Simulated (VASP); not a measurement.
Calculation: PBE GGA + U (Dudarev), VASP's PBE PAW potentials (set 64) (plane waves; VASP 6.6.1).

A VASP calculation is set up with these files.

### INCAR
```
LDAU  =  .True.
LWAVE  =  .False.
NELM  =  100
LDAUU  =  5.0 0
ISIF  =  2   ! forces and stress, cell fixed
PREC  =  Accurate
LREAL  =  .False.
SIGMA  =  0.1   ! width (eV)
EDIFF  =  1E-6
SYSTEM  =  TiAl
LDAUTYPE  =  2
LDAUL  =  2 -1
ENCUT  =  400   ! plane-wave cut-off (eV)
LDAUPRINT  =  1
GGA  =  PE   ! PBE
LORBIT  =  10
LDAUJ  =  0 0
LMAXMIX  =  4
LASPH  =  .True.   ! aspherical one-centre terms
LCHARG  =  .False.
ALGO  =  Normal   ! blocked Davidson
ISMEAR  =  1   ! Methfessel-Paxton
```

### POSCAR
```
TiAl
1
    2.8293100000     0.0000000000     0.0000000000
    0.0000000000     2.7842810000     0.0000000000
    0.0000000000     0.0000000000     3.9676390000
Ti Al
1 1
Direct
  0.0000000000   0.0000000000   0.0000000000
  0.5242410000   0.5000000000   0.5000000000
```

File KPOINTS:
```
Automatic mesh
0
Gamma
12 12 8
0 0 0
```

POTCAR, in this order: Ti_sv Al (PBE.64 set). Program: vasp_std.

Question: Estimate the energy per atom (σ→0), pressure, largest force, band gap (on the k-mesh).

Answer: 
```yaml
energy per atom (σ→0): -4.313 eV/atom
band gap (on the k-mesh): none (metal, semimetal or under 0.01 eV)
pressure: 115.5 kbar
largest_force: 0.390 eV/Å
```

### OSZICAR
```
...
DAV:   8    -0.862555295712E+01   -0.40421E-01   -0.25375E-01  6294   0.445E+00    0.421E-01
DAV:   9    -0.862357264477E+01    0.19803E-02   -0.16774E-02  6223   0.115E+00    0.256E-01
DAV:  10    -0.862676442483E+01   -0.31918E-02   -0.43567E-03  6719   0.599E-01    0.740E-02
DAV:  11    -0.862684034547E+01   -0.75921E-04   -0.39499E-04  6383   0.154E-01    0.436E-02
DAV:  12    -0.862696294405E+01   -0.12260E-03   -0.30621E-04  6274   0.150E-01    0.111E-02
DAV:  13    -0.862696596440E+01   -0.30204E-05   -0.14757E-05  6749   0.350E-02    0.583E-03
DAV:  14    -0.862696624447E+01   -0.28007E-06   -0.19410E-06  5660   0.112E-02
   1 F= -.86269662E+01 E0= -.86268604E+01  d E =-.317457E-03
```

The compound is TiAl in the L1_0 structure. The cell was not relaxed at this level, atoms are displaced from their ideal sites. The run is one of a series of settings (LDAU = .TRUE., LDAUJ = 0 0, LDAUL = 2 -1, LDAUTYPE = 2, LDAUU = 5.0 0 against the base run), some of them coarse on purpose. The electron count is odd and the run is not spin-polarised, which forces a metal.
